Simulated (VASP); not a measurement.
Energy against volume of ZnSe (zinc blende). All values below come from PBE GGA, VASP's PBE PAW potentials (set 64) (plane waves; VASP 6.6.1). Settings: 520 eV cut-off, 8×8×8 Γ-centred mesh, Gaussian smearing of 0.050 eV, potentials Zn Se.

| V (Å³/atom) | E (eV/atom) |
|---|---|
| 22.218 | -2.99938 |
| 22.927 | -3.01229 |
| 23.636 | -3.01628 |
| 24.345 | -3.01271 |

Fit these four points and predict the energy of the run at 25.054 Å³/atom.

A cubic in V^(−2/3), the third-order Birch-Murnaghan form, passes through the four points with V0 = 23.64 Å³/atom and B0 = 57 GPa, and gives -3.0027 eV/atom there. The run gave -3.0028 eV/atom, -0.1 meV/atom from the fit; all five points give B0 = 57 GPa.

The compound is ZnSe in the zinc blende structure. It was relaxed first.
